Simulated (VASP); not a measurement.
BaTiO₃ (cubic perovskite) relaxed at rising pressure, in one space group throughout; other phases were not tried. The pressures are those reached. Calculation: PBE GGA, VASP's PBE PAW potentials (set 64) (plane waves; VASP).

| P (GPa) | V (Å³/atom) | k-mesh |
|---|---|---|
| 0.00 | 13.103 | 6×6×6 |
| 5.01 | 12.732 | 6×6×6 |
| 10.01 | 12.410 | 6×6×6 |
| 19.86 | 11.881 | 6×6×6 |
| 29.78 | 11.446 | 6×6×6 |

Q: Fit an equation of state and predict the volume at 44.97 GPa.

A: Least squares on the third-order Birch-Murnaghan form, P = (3B0/2)(y⁷ − y⁵)[1 + (3/4)(B′ − 4)(y² − 1)] with y = (V0/V)^(1/3), gives V0 = 13.103 Å³/atom, B0 = 164 GPa and B′ = 4.4, and so 10.907 Å³/atom. The run gave 10.908 Å³/atom, +0.0 % from the fit.

Pressures at which the relaxation failed are left out.

The compound is BaTiO3 in the cubic perovskite structure, the ideal cubic form; the compound distorts at low or room temperature.
